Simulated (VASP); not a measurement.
Consider the following.

```
CELL_PARAMETERS angstrom
      2.89000     0.00000     0.00000
      0.00000     2.89000     0.00000
      0.00000     0.00000     2.89000
ATOMIC_POSITIONS crystal
  Al 0.50000 0.50000 0.50000
  Ni 0.00000 0.00000 0.00000
```

Calculation: r2SCAN+rVV10, VASP's PBE PAW potentials (set 64) (plane waves; VASP 6.6.1). Run with 520 eV cut-off, 11×11×11 Γ-centred mesh, first-order Methfessel-Paxton smearing of 0.10 eV, potentials Al Ni.

Energy and stress use the plane-wave basis of the starting cell.

Problem. The ions, cell shape and volume are relaxed. What does this cell relax into?

Solution. 
```
CELL_PARAMETERS angstrom
      2.85815     0.00000     0.00000
      0.00000     2.85815     0.00000
      0.00000     0.00000     2.85815
ATOMIC_POSITIONS crystal
  Al 0.50000 0.50000 0.50000
  Ni 0.00000 0.00000 0.00000
```
Space group Pm-3m (221), at a tolerance of 0.03 Å.

Problem. How do energy and volume change from the first to the last step?

Solution. The energy (σ→0) changes by -7.0 meV/atom and the volume by -3.3 %, in 3 ionic steps.

The compound is NiAl in the CsCl type structure. This run relaxes it. Symmetry was kept, so distortions that lower it aren't found. The run is not spin-polarised, so no magnetic state was tried. The electron count is odd and the run is not spin-polarised, which forces a metal.
